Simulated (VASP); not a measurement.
SnGe31:

```
Sn Ge
1.0
     5.68310   -5.68310    5.68310
     5.68310    5.68310   -5.68310
    -5.68310    5.68310    5.68310
Sn Ge
1 31
Direct
  0.25000 0.75000 0.00000
  0.50000 0.50000 0.00000
  0.75000 0.25000 0.00000
  0.00000 0.75000 0.25000
  0.00000 0.00000 0.00000
  0.25000 0.50000 0.25000
  0.50000 0.25000 0.25000
  0.75000 0.75000 0.50000
  0.75000 0.00000 0.25000
  0.00000 0.50000 0.50000
  0.25000 0.25000 0.50000
  0.50000 0.75000 0.75000
  0.50000 0.00000 0.50000
  0.75000 0.50000 0.75000
  0.00000 0.25000 0.75000
  0.25000 0.00000 0.75000
  0.50000 0.00000 0.25000
  0.75000 0.75000 0.25000
  0.00000 0.50000 0.25000
  0.25000 0.00000 0.50000
  0.25000 0.25000 0.25000
  0.50000 0.75000 0.50000
  0.75000 0.50000 0.50000
  0.00000 0.00000 0.75000
  0.00000 0.25000 0.50000
  0.25000 0.75000 0.75000
  0.50000 0.50000 0.75000
  0.75000 0.00000 0.00000
  0.75000 0.25000 0.75000
  0.00000 0.75000 0.00000
  0.25000 0.50000 0.00000
  0.50000 0.25000 0.00000
```

The cell was built by a generator and needn't be a form met in nature.

```yaml
Program: VASP 6.6.1
Task: relaxation of cell and atoms
Functional: PBE
Potentials_or_basis: VASP PAW PBE potentials, release 64 (Sn_d, Ge_d)
Cutoff: 600 eV
k_mesh: 4 × 4 × 4
Occupations: gaussian, width 0.03 eV
Spin: no spin polarisation
```

At the start: pressure 3.9 GPa; volume 22.94 Å³/atom.

**Question.** How do energy, volume and symmetry change on relaxing?

**Answer.** Over 20 steps the energy falls by 27.0 meV/atom and the volume is 24.28 Å³/atom (+5.8 %); space group I-43m (No. 217, to 0.05 Å).

Step by step:
| step | energy change (eV) | largest force (eV/Å) | pressure (GPa) | volume (Å³) |
| --- | --- | --- | --- | --- |
| 1 | 0.0000 | 1.6249 | 3.92 | 734.20 |
| 2 | -0.7295 | 0.3249 | -1.23 | 795.43 |
| 3 | -0.7653 | 0.5240 | -0.40 | 783.63 |
| 4 | -0.8249 | 0.2456 | -0.14 | 779.24 |
| 5 | -0.8481 | 0.1208 | 0.22 | 773.85 |
| 6 | -0.8607 | 0.0697 | 0.03 | 776.76 |
| 7 | -0.8622 | 0.0693 | -0.10 | 778.21 |
| 8 | -0.8640 | 0.0182 | -0.01 | 776.37 |
| 9 | -0.8640 | 0.0201 | 0.03 | 775.94 |
| 10 | -0.8640 | 0.0195 | 0.05 | 776.04 |
| 11 | -0.8640 | 0.0187 | 0.05 | 776.20 |
| 12 | -0.8647 | 0.0173 | 0.05 | 776.80 |
| 13 | -0.8648 | 0.0409 | -0.04 | 777.69 |
| 14 | -0.8649 | 0.0276 | -0.07 | 777.38 |
| 15 | -0.8651 | 0.0327 | -0.04 | 777.14 |
| 16 | -0.8652 | 0.0360 | -0.02 | 776.93 |
| 17 | -0.8651 | 0.0419 | 0.00 | 776.52 |
| 18 | -0.8652 | 0.0373 | 0.02 | 776.80 |
| 19 | -0.8654 | 0.0244 | 0.01 | 776.92 |
| 20 | -0.8655 | 0.0084 | 0.00 | 777.09 |

Final structure:
```cif
data_structure
_symmetry_space_group_name_H-M 'P 1'
_symmetry_Int_Tables_number 1
_cell_length_a 10.0315
_cell_length_b 10.0315
_cell_length_c 10.0315
_cell_angle_alpha 109.471
_cell_angle_beta 109.471
_cell_angle_gamma 109.471
_cell_volume 777.09
loop_
_atom_site_label
_atom_site_type_symbol
_atom_site_fract_x
_atom_site_fract_y
_atom_site_fract_z
_atom_site_occupancy
Sn1 Sn 0.25000 0.75000 0.00000 1
Ge1 Ge 0.50145 0.49770 0.00000 1
Ge2 Ge 0.75000 0.25000 0.00000 1
Ge3 Ge 0.99770 0.75000 0.25145 1
Ge4 Ge 0.99770 0.00145 0.00000 1
Ge5 Ge 0.25000 0.49770 0.25145 1
Ge6 Ge 0.50230 0.25375 0.25230 1
Ge7 Ge 0.75000 0.75000 0.50000 1
Ge8 Ge 0.75375 0.00230 0.25230 1
Ge9 Ge 0.99855 0.49855 0.49625 1
Ge10 Ge 0.25000 0.25000 0.50000 1
Ge11 Ge 0.50145 0.75000 0.74770 1
Ge12 Ge 0.50230 0.00230 0.50375 1
Ge13 Ge 0.74625 0.49855 0.74855 1
Ge14 Ge 0.99855 0.24625 0.74855 1
Ge15 Ge 0.25000 0.00145 0.74770 1
Ge16 Ge 0.51267 0.01267 0.26267 1
Ge17 Ge 0.74886 0.75000 0.25107 1
Ge18 Ge 0.99893 0.49893 0.24779 1
Ge19 Ge 0.25000 0.00107 0.49886 1
Ge20 Ge 0.25000 0.24886 0.25107 1
Ge21 Ge 0.50107 0.75000 0.49886 1
Ge22 Ge 0.75114 0.50221 0.50114 1
Ge23 Ge 0.99893 0.99779 0.74893 1
Ge24 Ge 0.00221 0.25114 0.50114 1
Ge25 Ge 0.25000 0.75000 0.73733 1
Ge26 Ge 0.49779 0.49893 0.74893 1
Ge27 Ge 0.74886 0.00107 0.00000 1
Ge28 Ge 0.75114 0.25114 0.75221 1
Ge29 Ge 0.98733 0.75000 0.00000 1
Ge30 Ge 0.25000 0.48733 0.00000 1
Ge31 Ge 0.50107 0.24886 0.00000 1
```
